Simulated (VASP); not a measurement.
These are PBE GGA, VASP's PBE PAW potentials (set 64) (plane waves; VASP) values and carry that method's errors.

Input for VASP

### POSCAR
```
LiH
1
    0.0000000000     1.9917480000     1.9917480000
    1.9917480000     0.0000000000     1.9917480000
    1.9917480000     1.9917480000     0.0000000000
Li H
1 1
Direct
  0.0000000000   0.0000000000   0.0000000000
  0.5000000000   0.5000000000   0.5000000000
```

**INCAR**
```
# general
SYSTEM  =  LiH
PREC    =  Accurate
ENCUT   =  400   # plane-wave cut-off (eV)
LREAL   =  .FALSE.   # projection in real space or not
LASPH   =  .TRUE.

# electronic loop
EDIFF   =  1E-6
NELM    =  100   # most electronic steps
ALGO    =  Normal

# smearing
ISMEAR  =  0   # Gaussian
SIGMA   =  0.01   # width (eV)

# functional
GGA     =  PE   # PBE

# ions
ISIF    =  2

# output
LWAVE   =  .FALSE.
LCHARG  =  .FALSE.
```

### KPOINTS
```
Automatic mesh
0
Gamma
11 11 11
0.5 0.5 0.5
```

POTCAR, in this order: Li_sv H (PBE.64 set). Program: vasp_std.

At this cut-off the stress carries a Pulay error, which pulls relaxed volumes low.

### Question
Predict the energy per atom (σ→0), pressure.

### Answer

| Quantity | Result |
|---|---|
| energy per atom (σ→0) | -3.078 eV/atom |
| pressure | -3.04 GPa |

### OSZICAR
```
...
DAV:   4    -0.640605543155E+01   -0.61857E-03   -0.61857E-03  2334   0.580E-01
DAV:   5    -0.640605826064E+01   -0.28291E-05   -0.28291E-05  2094   0.340E-02    0.295E+00
DAV:   6    -0.621549774378E+01    0.19056E+00   -0.15709E-01  2040   0.179E+00    0.149E+00
DAV:   7    -0.615467397947E+01    0.60824E-01   -0.20395E-01  2274   0.232E+00    0.218E-01
DAV:   8    -0.615660685523E+01   -0.19329E-02   -0.57201E-03  2040   0.657E-01    0.340E-02
DAV:   9    -0.615661723700E+01   -0.10382E-04   -0.15621E-04  2634   0.748E-02    0.109E-02
DAV:  10    -0.615661663690E+01    0.60011E-06   -0.49968E-06  2058   0.187E-02
   1 F= -.61566166E+01 E0= -.61566166E+01  d E =-.595691-138
```

The structure comes from a computed database's LiH entry; how it stands against other phases isn't given here. The cell was not relaxed at this level.
